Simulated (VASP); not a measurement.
Runs of VASP 6.6.1 on In11NiP12 (a cell with a defect). The cell holds a defect, 24 atoms: a = 12.449 Å, b = 8.300 Å, c = 8.300 Å, α = 60.00°, β = 60.00°, γ = 60.00°. 

```tsv
task	spin	fixed moment (μB)	cell	gap on the mesh (eV)	pressure (GPa)	moment (μB)	largest force (eV/Å)
single point	off	-	as given	none	(c)	-	1.67
single point	collinear, ferromagnetic start	-	as given	none	-1.3	1.75	1.19
single point	collinear, ferromagnetic start	1	as given	-	-1.3	1.00	1.26
relaxation of the atoms	collinear, ferromagnetic start	-	atoms relaxed	none	-2.2	(b)	0.03
single point	collinear, ferromagnetic start	3	as given	-	-1.2	3.00	(a)
```

Alike in all rows: level PBEsol+U; potentials or basis VASP PAW PBE potentials, release 64 (Ni, In_d, P); Ni d U = 5 eV; k mesh 2 × 2 × 2; cutoff (eV) 350; smearing gaussian 0.03 eV; the mesh is coarse, so values aren't converged.

**Question.** Fill in the values left out.

**Answer.** (a) 1.20; (b) 1.50; (c) -1.7.

Caveats: all runs use coarse meshes; the PAW data sets were made with another functional, which shifts forces and pressure a little; the U is typed as a test and isn't derived for this compound; the total moment is fixed, so each spin has its own Fermi level (some runs); U without spin polarisation on a metal has little footing (some runs).

A k mesh can miss the band edges, and the runs leave out spin-orbit coupling on In.

A gap of «none» marks a metal or a gap under the smearing width.
